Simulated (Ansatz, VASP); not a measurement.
# Cross-check of Cr (Chromium) between VASP and Ansatz

Wanted: the spread between two codes on one cell, functional and k mesh. The cell is taken from a series of runs on this material, whose earlier steps may have relaxed, scaled, displaced or heated it; both programs get it as it stands. Valence electrons are named where the data sets of a main pair hold unlike numbers.

Program: Ansatz 0.2.0. Level of theory: plane waves, with VASP 6.6.1 beside it; single point at PBE. Results are calculated unless marked as measured.

**1. Set-up**

Symmetry: Im-3m, No. 229, cubic system. Conventional cell: a = 2.884 Å, b = 2.884 Å, c = 2.884 Å, α = 90.00°, β = 90.00°, γ = 90.00°. Nearest to Cr lie 8 Cr at 2.50 Å.

As a file:

```cif
data_structure
_symmetry_space_group_name_H-M 'P 1'
_symmetry_Int_Tables_number 1
_cell_length_a 4.9951
_cell_length_b 2.8839
_cell_length_c 2.8839
_cell_angle_alpha 90.000
_cell_angle_beta 54.736
_cell_angle_gamma 54.736
_cell_volume 23.99
loop_
_atom_site_label
_atom_site_type_symbol
_atom_site_fract_x
_atom_site_fract_y
_atom_site_fract_z
_atom_site_occupancy
Cr1 Cr 0.00000 0.00000 0.00000 1
Cr2 Cr 0.50000 0.00000 0.00000 1
```

**2. Ansatz: single point, PBE**

Ansatz runs on its default PAW (the set named soft_2) files.

With cell and atoms fixed, the geometry can't cause a difference; cores, projectors, grids and the points listed under the comparison can.

input.yaml reads:

```yaml
crystal:
  lattice:
    - [-2.8839, 2.8839, 2.8839]
    - [0.0, 0.0, 2.8839]
    - [0.0, 2.8839, 0.0]
  atoms:
    - { symbol: Cr, position: [0.0, 0.0, 0.0], spin: 2.5 }
    - { symbol: Cr, position: [0.5, 0.0, 0.0], spin: -2.5 }
hamiltonian:
  xc: pbe
  pseudopotentials: { kind: paw }
magnetization:
  spin_polarized: true
kpoints:
  mp_grid: { grid: [8, 16, 16] }
scf:
  occupations: { method: fermi_dirac, width: 0.05 }
  n_extra_bands: 4
output:
  forces: true
  stress: true
  eigenvalues: true
  write_density: true
  write_potential: true
  elf: true
  volumetric_format: npy
```

Launch:

```console
$ ansatz run input.yaml --threads 2 --pin off --max-ram 4608MiB --backend cpu --events-out ev --progress --plain --runs-dir out
```

Numbers of over 12 decimals in the logs are rounded to 6 here.

Log:

```text
scf.n_extra_bands = 4 over 14 filled bands (N_el = 28.0): the run solves 18 bands
Engine: ansatz 0.2.0, x86_64-unknown-linux-gnu
Pseudopotentials: kind: paw
Pseudopotential: Cr, paw, valence charge 14, recommended cutoff 420 eV (normal), Cr.paw.azcp
Functional definition: PBE
  parameter kappa = 0.804
  parameter beta = 0.066725
  exchange = pbe_x(kappa = kappa, mu = beta*pi^2/3)
  correlation = pbe_c(beta = beta)
Crystal: 2 atoms, lattice volume = 23.985 Å³
Basis set: ecut = 420 eV, 461 PW (Γ), exchange–correlation on 72×40×40 points (8 copies of the dense FFT grid, shifted against one another)
Bands: 18, of which v1, the nominal top of the filled ones, is band 14 counted from 1 (13 counted from 0)
Symmetry: 48 space group operations
Space group: Pm-3m (ITA 221), of the structure as read, at distance tolerance 2.9e-5 Å
Magnetic group: BNS 221.97 (UNI 1599), of the structure as read, at distance tolerance 2.9e-5 Å
k-points: 85 of 2048
Non-local potential: Cr, projectors of the file, l = 0: 3, l = 1: 2, l = 2: 3, l = 3: 1
PAW form: soft (Blöchl's): semilocal exchange-correlation on the pseudo side does not see the compensation charge
PAW one-centre angular grid: Cr, 590 points (default); XC on 64 Gauss nodes
Initial density: superposition of atomic densities (chi_scale 0.1, normalization cell)
Starting moments: Σ|m| = 5 μB on 2 of 2 sites
Starting magnetic order: antiferromagnet; a translation exchanges its spin sublattices: spin-degenerate at every k-point
Initial wavefunctions: pseudopotential atomic-orbital guess
Functional: x = pbe(κ = 0.804, μ = 0.219515), c = pbe(β = 0.066725)
SCF iter   1: F=—  HF=-6760.581410 eV  |F-HF|=—  |Δ(HF+E_count)|=         —  Δρ=1.67e-1 (↑1.67e-1 ↓1.67e-1)  dr2=1.15e1  dr2_m=2.98e0  M=0.000 μB ∫|m|=1.800 μB  β_m=0.30  ethr=3.10e-3  ⟨swp⟩=3.2  Hψ=5342  notcnv=0
Mixer restart at iter 1: flushing history
preconditioner: auto → none  [metal: Δε(μ)=0.021 eV  Ē_g=4.652 eV  σ=0.050 eV  W_gap=0.10  n_scr=6 (ndim 8)  ℏωp=26.3 eV  f_vac=0.000  D(μ)=0.97/eV (n_scr^D=6)  sad-step TF]
SCF iter   2: F=—  HF=-6756.838783 eV  |F-HF|=—  |Δ(HF+E_count)|=    3.74e0  Δρ=9.09e-2 (↑9.09e-2 ↓9.09e-2)  dr2=3.36e0  dr2_m=9.39e-1  M=0.000 μB ∫|m|=2.093 μB  β_m=0.46  ethr=3.10e-3  ⟨swp⟩=2.0  Hψ=3573  notcnv=0
SCF iter   3: F=—  HF=-6755.458834 eV  |F-HF|=—  |Δ(HF+E_count)|=    1.38e0  Δρ=1.35e-2 (↑1.35e-2 ↓1.35e-2)  dr2=5.00e-2  dr2_m=4.26e-3  M=0.000 μB ∫|m|=2.442 μB  β_m=0.64  ethr=3.10e-3  ⟨swp⟩=2.8  Hψ=3455  notcnv=0
SCF iter   4: F=—  HF=-6755.492931 eV  |F-HF|=—  |Δ(HF+E_count)|=   3.41e-2  Δρ=2.50e-3 (↑2.50e-3 ↓2.50e-3)  dr2=5.41e-4  dr2_m=1.03e-3  M=0.000 μB ∫|m|=2.424 μB  β_m=0.82  ethr=1.78e-4  ⟨swp⟩=2.1  Hψ=3508  notcnv=0
SCF iter   5: F=—  HF=-6755.496446 eV  |F-HF|=—  |Δ(HF+E_count)|=   3.52e-3  Δρ=1.20e-3 (↑1.20e-3 ↓1.20e-3)  dr2=8.73e-4  dr2_m=4.19e-5  M=0.000 μB ∫|m|=2.434 μB  β_m=0.91  ethr=1.93e-6  ⟨swp⟩=2.0  Hψ=3061  notcnv=0
SCF iter   6: F=—  HF=-6755.496574 eV  |F-HF|=—  |Δ(HF+E_count)|=   1.27e-4  Δρ=7.52e-5 (↑7.52e-5 ↓7.52e-5)  dr2=1.27e-6  dr2_m=6.01e-7  M=0.000 μB ∫|m|=2.426 μB  β_m=0.89  ethr=1.93e-6  ⟨swp⟩=3.0  Hψ=2820  notcnv=0
SCF iter   7: F=—  HF=-6755.496587 eV  |F-HF|=—  |Δ(HF+E_count)|=   1.30e-5  Δρ=5.04e-5 (↑5.04e-5 ↓5.04e-5)  dr2=1.98e-7  dr2_m=4.24e-7  M=0.000 μB ∫|m|=2.425 μB  β_m=0.94  ethr=4.54e-9  ⟨swp⟩=2.0  Hψ=2721  notcnv=0
SCF iter   8: F=—  HF=-6755.496589 eV  |F-HF|=—  |Δ(HF+E_count)|=   2.05e-6  Δρ=2.03e-5 (↑2.03e-5 ↓2.03e-5)  dr2=2.17e-9  dr2_m=8.82e-8  M=0.000 μB ∫|m|=2.425 μB  β_m=0.97  ethr=7.07e-10  ⟨swp⟩=2.0  Hψ=2726  notcnv=0
SCF iter   9: F=—  HF=-6755.496589 eV  |F-HF|=—  |Δ(HF+E_count)|=   8.24e-8  Δρ=2.57e-6 (↑2.57e-6 ↓2.57e-6)  dr2=1.43e-9  dr2_m=9.89e-10  M=0.000 μB ∫|m|=2.424 μB  β_m=0.99  ethr=7.77e-12  ⟨swp⟩=3.0  Hψ=2984  notcnv=0
SCF iter  10: F=-6755.496589 eV  HF=-6755.496589 eV  |F-HF|=1.73e-11  |Δ(HF+E_count)|=   1.39e-9  Δρ=4.28e-7 (↑4.28e-7 ↓4.28e-7)  dr2=4.47e-11  dr2_m=2.76e-11  M=0.000 μB ∫|m|=2.424 μB  ethr=5.09e-12  ⟨swp⟩=3.3  Hψ=6414  notcnv=0
SCF 1 converged in 10 iterations: F = -6755.496589 eV  dr2 = 4.47e-11
  greatest PAW one-centre occupation: 1.000 electrons in one spin orbital (limit 2), on the Cr atom at site 1 (counted from 0), in its partial waves of l = 0
SCF converged after 10 iterations
Magnetization: 0.0000 μB (14.0000 up, 14.0000 down)
Absolute magnetization: 2.4241 μB (∫|ρ↑−ρ↓|, with the PAW one-centre terms)
Spin contamination: 0.5375 ħ² per cell (⟨S²⟩ above its minimum at these occupations)
Per-site moments (μB) at R_I (Å): [(1.130282, 1.030231), (-1.130282, 1.030231)]
Free energy (F): -6755.496589 eV
Harris-Foulkes:  -6755.496589 eV  (|F-HF|=1.73e-11)
Internal energy: -6755.490990 eV  (E = F + TS)
E sigma→0 (E₀):  -6755.493789 eV
Entropy (-TS):   -0.005599 eV (-2.800 meV/atom)
Fermi energy:    18.559656 eV
--- Per-component energies (eV) ---
  E_band       = -309.180638
  E_kinetic    = 685.346288
  E_local      = -2417.577818  (includes V_loc(G=0)·N_el)
  E_nonlocal   = 157.440625
  E_hartree    = 1050.678412
  E_xc         = -279.894052
  E_vxc        = -357.063404  (∫ρ·V_xc dr)
  E_paw        = -2389.947169  (= ΣΔE_a)
  E_vpaw       = -478.683497  (= ΣTr[D̂ρ^β])
  E_aug_tail   = 0.000784  (compensation charges beyond the density's cutoff)
  E_ewald      = -3561.538060
  E_smearing   = -0.005599  (= −TS)
  E_closure    = -0.000000  (closes the sum)
  Σ components = -6755.496589   (vs F -6755.496589, Δ=0.00e0)
--- Forces (eV/Å), atoms counted from 1 ---
  atom   1  Cr     0.00000000     0.00000000     0.00000000
  atom   2  Cr    -0.00000000    -0.00000000    -0.00000000
  max |Σ_I F_I| component: 1.99e-29 eV/Å
--- Stress (GPa, compression-positive) ---
       -3.233150       0.000000       0.000000
        0.000000      -3.233150       0.000000
       -0.000000      -0.000000      -3.233150
  P = ⅓ Tr σ = -3.2331 GPa (-32.331 kbar)
--- Band table (eV; the first three rows and the last of 170) ---
  k-point 0 ↑: bands = [... 10 lower, 14.5314, 17.7316, 17.7316, 17.7316, 19.8461, 19.8461, 21.1856, 21.1856]
  k-point 1 ↑: bands = [... 10 lower, 14.6223, 17.6710, 17.7166, 17.8307, 19.7758, 19.8507, 20.9034, 20.9683]
  k-point 2 ↑: bands = [... 10 lower, 14.8933, 17.5010, 17.6501, 18.0997, 19.6197, 19.8666, 20.2279, 20.4024]
  k-point 84 ↓: bands = [... 10 lower, 16.0467, 16.7934, 16.7934, 16.7934, 19.7098, 19.7098, 20.6914, 20.6914]
```

The run ends at a pressure of -3.23 GPa.

**3. VASP: single point, PBE**

The same cell, functional, mesh and smearing now go to VASP, with its own data sets.

Lines of VASP's logs that name or quote its potential files are left out, and so is its time.

INCAR reads:

```
SYSTEM = Cr
PREC = Accurate
ENCUT = 510
EDIFF = 1E-06
NELM = 100
ISMEAR = -1
SIGMA = 0.05
LREAL = .FALSE.
ALGO = Normal
GGA = PE
NBANDS = 21
ISPIN = 2
MAGMOM = 1.13 -1.13
LMAXMIX = 4
LORBIT = 11
LWAVE = .FALSE.
LCHARG = .FALSE.
KPAR = 2
ISIF = 2
```

POSCAR reads:

```
Cr
1.0
   -2.8839000000      2.8839000000      2.8839000000
    0.0000000000      0.0000000000      2.8839000000
    0.0000000000      2.8839000000      0.0000000000
Cr
2
Direct
    0.0000000000      0.0000000000      0.0000000000
    0.5000000000      0.0000000000      0.0000000000
```

KPOINTS reads:

```
Automatic mesh
0
Gamma
8 16 16
0 0 0
```

PAW data sets: Cr_sv_GW (PBE family, release 64).

Launch:

```console
$ mpirun -np 2 vasp_std
```

Log:

```text
[banner, memory and clock lines left out]
running    2 mpi-ranks, on    1 nodes
 distrk:  each k-point on    1 cores,    2 groups
 distr:  one band on    1 cores,    1 groups

 POSCAR found type information on POSCAR Cr
 POSCAR found :  1 types and       2 ions
 LDA part: xc-table for (Slater+PW92), standard interpolation
 POSCAR, INCAR and KPOINTS ok, starting setup
 FFT: planning ... GRIDC
 FFT: planning ... GRID_SOFT
 FFT: planning ... GRID
 WAVECAR not read
 entering main loop
       N       E                     dE             d eps       ncg     rms          rms(c)
DAV:   1     0.386232797018E+03    0.38623E+03   -0.16235E+04 10304   0.230E+03
DAV:   2    -0.204862619368E+01   -0.38828E+03   -0.37083E+03 10863   0.102E+03
DAV:   3    -0.271061922630E+02   -0.25058E+02   -0.22955E+02 13118   0.314E+02
DAV:   4    -0.278117609720E+02   -0.70557E+00   -0.67271E+00 12419   0.401E+01
DAV:   5    -0.278266849533E+02   -0.14924E-01   -0.14838E-01 12036   0.523E+00    0.276E+01
DAV:   6    -0.226503170226E+02    0.51764E+01   -0.24091E+01  9957   0.144E+02    0.841E+00
DAV:   7    -0.226294336274E+02    0.20883E-01   -0.12846E+00 12164   0.340E+01    0.587E+00
DAV:   8    -0.225843192165E+02    0.45114E-01   -0.14217E-01 10615   0.781E+00    0.180E+00
DAV:   9    -0.226056036740E+02   -0.21284E-01   -0.19884E-02 13625   0.351E+00    0.513E-01
DAV:  10    -0.226074459566E+02   -0.18423E-02   -0.52963E-03 12446   0.133E+00    0.449E-01
DAV:  11    -0.226118640559E+02   -0.44181E-02   -0.27947E-02 13674   0.242E+00    0.342E-01
DAV:  12    -0.226154855525E+02   -0.36215E-02   -0.54448E-02 13277   0.370E+00    0.154E-01
DAV:  13    -0.226157603211E+02   -0.27477E-03   -0.13389E-03 11965   0.497E-01    0.865E-02
DAV:  14    -0.226159180633E+02   -0.15774E-03   -0.13244E-03 13590   0.579E-01    0.208E-02
DAV:  15    -0.226159323766E+02   -0.14313E-04   -0.40439E-04 13097   0.305E-01    0.689E-03
DAV:  16    -0.226159352681E+02   -0.28915E-05   -0.59305E-06  8425   0.486E-02    0.455E-03
DAV:  17    -0.226159361114E+02   -0.84330E-06   -0.92635E-06  7899   0.294E-02
   1 F= -.22615936E+02 E0= -.22613010E+02  d E =-.585142E-02  mag=    -0.0000
```

Parts of OUTCAR (step 3):

```text
ion  position               nearest neighbor table
   1  0.000  0.000  0.000-   2 2.50   2 2.50   2 2.50   2 2.50   2 2.50   2 2.50   2 2.50   2 2.50

  LATTYP: Found a simple cubic cell.
 ALAT       =     2.8839000000

 Subroutine GETGRP returns: Found 48 space group operations
 (whereof 48 operations were pure point group operations)

The static configuration has the point symmetry O_h .

 Found     85 irreducible k-points:

   k-points           NKPTS =     85   k-points in BZ     NKDIM =     85   number of bands    NBANDS=     21

   dimension x,y,z NGX =    40 NGY =   24 NGZ =   24
   dimension x,y,z NGXF=    80 NGYF=   48 NGZF=   48

   ENCUT  =  510.0 eV  37.48 Ry    6.12 a.u.   9.20  5.31  5.31*2*pi/ulx,y,z

   NELECT =      28.0000    total number of electrons

 k-points in reciprocal lattice and weights: Automatic mesh
   0.00000000  0.00000000  0.00000000       0.000
   0.12500000  0.00000000  0.00000000       0.003
   0.25000000  0.00000000  0.00000000       0.003
   0.37500000  0.00000000  0.00000000       0.003
   0.50000000  0.00000000  0.00000000       0.001
   0.00000000  0.06250000  0.00000000       0.006
   0.25000000  0.06250000  0.00000000       0.012
   0.37500000  0.06250000  0.00000000       0.012
   0.50000000  0.06250000  0.00000000       0.012
[...]
0.37500000  0.43750000  0.43750000       0.006
   0.50000000  0.50000000  0.50000000       0.000

 average (electrostatic) potential at core
       1 -87.7137       2 -87.7137

 E-fermi :  10.5208

 spin component 1
 k-point     1 :       0.0000    0.0000    0.0000
  band No.  band energies     occupation
    ...
     10       6.4807      1.00000
     11       6.4807      1.00000
     12       9.7055      1.00000
     13       9.7055      1.00000
     14       9.7055      1.00000
     15      11.7879      0.00000
     16      11.7879      0.00000
     17      13.1488      0.00000
     18      13.1488      0.00000
     19      13.1488      0.00000
    ...

 k-point     2 :       0.1250    0.0000    0.0000
  band No.  band energies     occupation
    ...
     10       6.6489      1.00000
     11       6.6558      1.00000
     12       9.6833      1.00000
     13       9.6833      1.00000
     14       9.8085      1.00000
     15      11.5616      0.00000
     16      11.8726      0.00000
     17      12.7441      0.00000
     18      12.7441      0.00000
     19      13.0209      0.00000
    ...

 k-point     3 :       0.2500    0.0000    0.0000
  band No.  band energies     occupation
    ...
     10       7.0479      1.00000
     11       7.1350      1.00000
     12       9.6557      1.00000
     13       9.6557      1.00000
     14      10.0980      0.99979
     15      10.9315      0.00027
     16      11.9053      0.00000
     17      11.9053      0.00000
     18      12.0931      0.00000
     19      12.6704      0.00000
    ...

 k-point     4 :       0.3750    0.0000    0.0000
  band No.  band energies     occupation
    ...
     11       7.8760      1.00000
     12       9.6961      1.00000
     13       9.6961      1.00000
     14      10.0451      0.99993
     15      10.4974      0.61511
     16      11.1431      0.00000
     17      11.1431      0.00000
     18      12.2121      0.00000
     19      12.3816      0.00000
     20      14.5068      0.00000
    ...

 k-point     5 :       0.5000    0.0000    0.0000
  band No.  band energies     occupation
    ...
     10       6.8092      1.00000
     11       8.5163      1.00000
     12       9.3456      1.00000
     13       9.7576      1.00000
     14       9.7576      1.00000
     15      10.7462      0.01091
     16      10.8117      0.00297
     17      10.8117      0.00297
     18      11.9391      0.00000
     19      12.6349      0.00000
    ...

 k-point     6 :       0.0000    0.0625    0.0000
  band No.  band energies     occupation
    ...
     10       6.5653      1.00000
     11       6.5711      1.00000
     12       9.6444      1.00000
     13       9.6903      1.00000
     14       9.8051      1.00000
     15      11.7176      0.00000
     16      11.7922      0.00000
     17      12.8641      0.00000
     18      12.9294      0.00000
     19      13.1598      0.00000
    ...

  Total       -0.8597546     -0.8597546     -0.8597546      0.0000000      0.0000000     -0.0000000
  in kB      -57.4307542    -57.4307542    -57.4307542      0.0000000      0.0000000     -0.0000000
  external PRESSURE =     -57.4307542 kB  Pullay stress =       0.0000000 kB

  energy-cutoff  :      510.00
  volume of cell :       23.99
      direct lattice vectors                 reciprocal lattice vectors
    -2.883900000  2.883900000  2.883900000    -0.346752661  0.000000000  0.000000000
     0.000000000  0.000000000  2.883900000     0.346752661  0.000000000  0.346752661
     0.000000000  2.883900000  0.000000000     0.346752661  0.346752661  0.000000000

 POSITION                                       TOTAL-FORCE (eV/Angst)
 -----------------------------------------------------------------------------------
      0.00000      0.00000      0.00000        -0.000000      0.000000      0.000000
     -1.44195      1.44195      1.44195         0.000000     -0.000000     -0.000000
 -----------------------------------------------------------------------------------
    total drift:                               -0.000000     -0.000000      0.000000

  FREE ENERGIE OF THE ION-ELECTRON SYSTEM (eV)
  ---------------------------------------------------
  free  energy   TOTEN  =       -22.6159361114 eV

  energy  without entropy=      -22.6100846905  energy(sigma->0) =      -22.61301040

 total charge
# of ion       s       p       d       f       tot
--------------------------------------------------
    1        2.141   6.151   3.595   0.007  11.894
    2        2.141   6.151   3.595   0.007  11.894
--------------------------------------------------
tot          4.282  12.303   7.189   0.015  23.789

 magnetization (x)
# of ion       s       p       d       f       tot
--------------------------------------------------
    1        0.007   0.005   1.075  -0.001   1.086
    2       -0.007  -0.005  -1.075   0.001  -1.086
--------------------------------------------------
tot          0.000   0.000   0.000   0.000   0.000

[... 1 further part left out ...]
```

The magnetic state follows from one typed start and may not be the lowest. LASPH is off, so gradient terms of the non-spherical density inside the spheres are left out; for open d or f shells this can shift gaps and moments.

**4. Differences**

Known differences besides the potentials themselves: VASP starts from the moments at which Ansatz ended; the cutoff is 420 eV in Ansatz and 510 eV in VASP; VASP leaves aspherical gradient terms in its spheres out (LASPH is not set), Ansatz keeps them; site moments are counted in spheres of each program's own size. Total energies have different zeros and are not compared.

The two programs side by side:

```
                                        quantity  Ansatz   VASP  difference
                                  pressure (GPa)   -3.23  -5.74       +2.51
pressure without Ansatz's Pulay correction (GPa)   -3.32  -5.74       +2.42
                              moment on Cr1 (μB)    1.13   1.09       +0.04
                              moment on Cr2 (μB)   -1.13  -1.09       -0.04
```

Ansatz's pressure holds a Pulay correction of 0.09 GPa; VASP's holds none.

**5. Summary of results**

| Item | Value |
| --- | --- |
| difference in pressure (single point, PBE) | 2.5 GPa |

The difference in pressure is 2.5 GPa (single point, PBE), beyond the 1 GPa picked in this series as the mark of a large difference. What causes the difference of the single point, PBE pair stays open here. How closely two codes agree says nothing of how well the functional describes the real material.

[Lines on the potential files, build, host, timing and source positions are cut from VASP's logs without a mark.]

[Logs are printed without paths, hosts, clocks, repeated set-up lines and the standing remarks that a program may print on its own settings, such as how far it seeks lower states.]

[Hosts, paths, dates, database ids (printed as entryN), source tags and the programs' standing remarks are cut or masked in the printed files.]
